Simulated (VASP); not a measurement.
Runs of VASP 6.6.1 on Ba2Tl5V3O12. It takes space group R-3m (No. 166, trigonal). Conventional cell: a = 8.474 Å, b = 8.474 Å, c = 18.385 Å, α = 90.00°, β = 90.00°, γ = 120.00°. Ba (site symmetry -3m) is surrounded by 12 O at 3.23 Å. Ba (site symmetry -3m) is surrounded by 12 O at 3.22 Å. V (site symmetry 2/m) is surrounded by 4 O at 1.82 Å. Around Tl (site symmetry 2/m) lie 4 O at 2.36 Å. Tl (site symmetry 3m) is surrounded by 3 V at 2.80 Å and 6 O at 2.84 Å and 3 Tl at 2.98 Å. Around O (site symmetry 1) lie 1 V at 1.82 Å. The cell was built by a generator and needn't be a form met in nature.

| task | level | k mesh for the DOS | occupations for the DOS | gap on the mesh (eV) | pressure (GPa) | moment (μB) | largest force (eV/Å) |
| --- | --- | --- | --- | --- | --- | --- | --- |
| atomic charges | PBE+TS | - | - | none | (a) | 1.10 | 0.06 |
| electric field gradients | PBE | - | - | none | 0.4 | 1.10 | 0.07 |
| optical spectrum | PBE | - | - | none | 0.4 | 1.10 | 0.07 |
| electrostatic potential | PBE | - | - | none | 0.4 | 1.10 | 0.07 |
| density of states | PBE | 6 × 6 × 6 | tetrahedron | - | - | 1.10 | - |

Alike in all rows: potentials or basis VASP PAW PBE potentials, release 64 (Ba_sv, V_sv, Tl_d, O); spin collinear, ferromagnetic start; cell as given; k mesh 4 × 4 × 4; cutoff (eV) 520; smearing fermi-dirac 0.05 eV.

Q: Estimate the missing entries.

A: (a) -1.6.

Caveats: semilocal functionals often make such compounds metallic where correlation or magnetic order opens a gap, which also shifts bond lengths; atom-pairwise D2, TS and ULG terms overbind metals (some runs); pairwise dispersion overbinds metals, which lowers pressure and volume (some runs); spectra need much finer meshes, so this one isn't converged (some runs); independent-particle spectra lack excitons (some runs); the intraband (Drude) part of a metal's response may be missing (some runs); tetrahedron occupations give inexact forces and stress in metals (some runs).

A k mesh can miss the band edges, and the runs leave out spin-orbit coupling on Ba, Tl.

A gap of «none» marks a metal or a gap under the smearing width.
